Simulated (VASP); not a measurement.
## Zn6C: relaxation of cell and atoms with PBE

Crystal: Zn6C.

```
CELL_PARAMETERS angstrom
-3.15731 3.15731 3.15731
3.15731 -3.15731 3.15731
3.15731 3.15731 -3.15731
ATOMIC_POSITIONS crystal
Zn 0.00000 0.32045 0.32045
Zn 0.00000 0.67955 0.67955
Zn 0.32045 0.00000 0.32045
Zn 0.67955 0.00000 0.67955
Zn 0.32045 0.32045 0.00000
Zn 0.67955 0.67955 0.00000
C 0.00000 0.00000 0.00000
```

The cell was built by a generator and needn't be a form met in nature.

- Program: VASP 6.6.1
- Task: relaxation of cell and atoms
- Functional: PBE
- Potentials or basis: VASP PAW PBE potentials, release 64 (Zn, C)
- Cutoff: 600 eV
- k mesh: 5 × 5 × 5
- Occupations: fermi-dirac, width 0.05 eV
- Spin: no spin polarisation
- Target pressure: 5 GPa
- Further INCAR settings: ALGO = Normal; EDIFF = 1e-07; IBRION = 2; EDIFFG = -0.01; NSW = 60; ISIF = 3
- Target pressure: 5 GPa

* Relaxed volume: 16.94 Å³/atom
* Relaxed cell: a = 5.361 Å, b = 5.361 Å, c = 5.361 Å, α = 109.47°, β = 109.47°, γ = 109.47°
* Space group after relaxing (to 0.05 Å): Im-3m (No. 229)
* Energy change on relaxing (the enthalpy is what falls): +17.1 meV/atom
* Ionic steps: 7
* Pressure after relaxing: 5.0 GPa
* Band gap on the k mesh: none (metal or under the smearing width)

The path:
```tsv
step	energy change (eV)	largest force (eV/Å)	pressure (GPa)	volume (Å³)
1	0.0000	0.0330	0.49	125.90
2	0.1799	0.0526	6.32	116.90
3	0.1192	0.0485	5.02	118.62
4	0.1148	0.0482	4.91	118.77
5	0.1150	0.0327	4.90	118.76
6	0.1148	0.0003	4.90	118.76
7	0.1197	0.0005	5.03	118.60
```

Final structure:
```
Zn C
1.0
    -3.09512    3.09512    3.09512
     3.09512   -3.09512    3.09512
     3.09512    3.09512   -3.09512
Zn C
6 1
Direct
  0.00000 0.32087 0.32087
  0.00000 0.67913 0.67913
  0.32087 0.00000 0.32087
  0.67913 0.00000 0.67913
  0.32087 0.32087 0.00000
  0.67913 0.67913 0.00000
  0.00000 0.00000 0.00000
```

Levels at points of the mesh, in eV from the Fermi level:
```
           k point  band 35  band 36  band 37  band 38  band 39  band 40  band 41  band 42
(0.00, 0.00, 0.00)    -4.56    -1.93    -1.93     0.45     0.45     0.45     0.71     0.71
```

Wall time 8.4 min on 1 thread of Intel(R) Xeon(R) Platinum 8375C CPU @ 2.90GHz (Ice Lake) (shared host), peak memory 0.36 GiB.

Caveat: the cell is relaxed towards a set pressure, so the enthalpy falls and the energy may rise.
